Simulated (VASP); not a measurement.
PtTe (relaxed from the zinc blende structure, space group F-43m): computed properties

Level of theory: PBE GGA, VASP's PBE PAW potentials (set 64) (plane waves; VASP).

```json
{
  "space_group": "F-43m (216)",
  "cell": "a = b = c = 6.026 Å, α = β = γ = 90.00°",
  "volume_per_atom": "27.36 Å³/atom",
  "band gap (over mesh and band path)": "none (metal, semimetal or under 0.01 eV)",
  "density": "9.79 g/cm³"
}
```

```cif
data_PtTe
_chemical_formula_sum 'Pt1 Te1'
_space_group_name_H-M_alt 'P 1'
_space_group_IT_number 1
_cell_length_a 4.26125
_cell_length_b 4.26125
_cell_length_c 4.26125
_cell_angle_alpha 60.000
_cell_angle_beta 60.000
_cell_angle_gamma 60.000
loop_
_space_group_symop_operation_xyz
  'x, y, z'
loop_
_atom_site_label
_atom_site_type_symbol
_atom_site_fract_x
_atom_site_fract_y
_atom_site_fract_z
_atom_site_occupancy
Pt1 Pt 0.00000 0.00000 0.00000 1
Te1 Te 0.25000 0.25000 0.25000 1
```

Unless said otherwise, spin-orbit coupling is left out, though it shifts the bands of the heavy elements here.

The structure was generated: PtTe was put into the zinc blende type (F-43m), which need not be its known phase. It was relaxed first, which changed the volume by -14 %. Symmetry was kept, so distortions that lower it aren't found.
